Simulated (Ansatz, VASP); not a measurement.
**One calculation of Li2SiS3, two programs**

The input INCAR:

```
ALGO = Normal
EDIFF = 1E-6
ENCUT = 520
GGA = PE
ISIF = 2
ISMEAR = 0
LASPH = T
LCHARG = T
LELF = T
LREAL = F
LVHAR = T
LWAVE = F
NBANDS = 40
NELM = 100
PREC = Accurate
SIGMA = 0.1
```

Contents of KPOINTS:

```
k-points
0
Gamma
  4 4 4
```

Contents of POSCAR:

```
Li2SiS3
1.0
    5.8149986300     -3.3720939200      0.0000000000
    5.8149986300      3.3720939200      0.0000000000
    0.0000000000      0.0000000000      5.9639005700
Li Si S
4 2 6
Direct
    0.1765212600      0.4906294000      0.0088902100
    0.8234787600      0.5093705700      0.5088902100
    0.4906294000      0.1765212600      0.5088902100
    0.5093705700      0.8234787600      0.0088902100
    0.8348047700      0.1651952100      0.9970304400
    0.1651952100      0.8348047700      0.4970304400
    0.1576997800      0.5400764900      0.4104296900
    0.8423002400      0.4599235100      0.9104296600
    0.5400764900      0.1576997800      0.9104296600
    0.4599235100      0.8423002400      0.4104296900
    0.8613551900      0.1386448300      0.3691277800
    0.1386448300      0.8613551900      0.8691278100
```

Input for Ansatz:

```yaml
crystal:
  lattice:
    - [5.814999, -3.372094, 0.0]
    - [5.814999, 3.372094, 0.0]
    - [0.0, 0.0, 5.963901]
  atoms:
    - { symbol: Li, position: [0.176521, 0.490629, 0.00889] }
    - { symbol: Li, position: [0.823479, 0.509371, 0.50889] }
    - { symbol: Li, position: [0.490629, 0.176521, 0.50889] }
    - { symbol: Li, position: [0.509371, 0.823479, 0.00889] }
    - { symbol: Si, position: [0.834805, 0.165195, 0.99703] }
    - { symbol: Si, position: [0.165195, 0.834805, 0.49703] }
    - { symbol: S, position: [0.1577, 0.540076, 0.41043] }
    - { symbol: S, position: [0.8423, 0.459924, 0.91043] }
    - { symbol: S, position: [0.540076, 0.1577, 0.91043] }
    - { symbol: S, position: [0.459924, 0.8423, 0.41043] }
    - { symbol: S, position: [0.861355, 0.138645, 0.369128] }
    - { symbol: S, position: [0.138645, 0.861355, 0.869128] }
basis:
  ecutwfc: 420
kpoints:
  mp_grid: { grid: [4, 4, 4] }
hamiltonian:
  xc: pbe
scf:
  occupations: { method: gaussian, width: 0.1 }
output:
  forces: true
  stress: true
  eigenvalues: true
```

The cell comes from a database or a generator and needn't be the stable form of this composition.

Alike in both runs: task single point; functional PBE; k mesh 4 × 4 × 4; occupations gaussian, width 0.1 eV; no spin polarisation.

|  | VASP | Ansatz |
| --- | --- | --- |
| version | VASP 6.6.1 | Ansatz 0.2.0 |
| potentials or method | VASP PAW PBE potentials, release 64 (Li_sv, Si, S) | scalar-relativistic, plane waves, PAW |
| plane-wave cutoff (eV) | 520 | 420 |
| valence electrons in the cell | 56 | 56 |

```tsv
	VASP	Ansatz	Ansatz less VASP
gap on the k mesh at the Fermi level (eV)	3.25	3.23	-0.017
least direct gap on the mesh (eV)	3.27	3.25	-0.020
rms of the force components (eV/Å)	0.092	0.106	+0.0140
```

Atom by atom the forces differ by 0.014 eV/Å (rms over components). With one functional, cell and mesh, what is left measures potentials, basis and numerics.

 A k mesh can miss the band edges. Expect the measured gap to be larger: semilocal functionals such as PBE lack the derivative discontinuity.
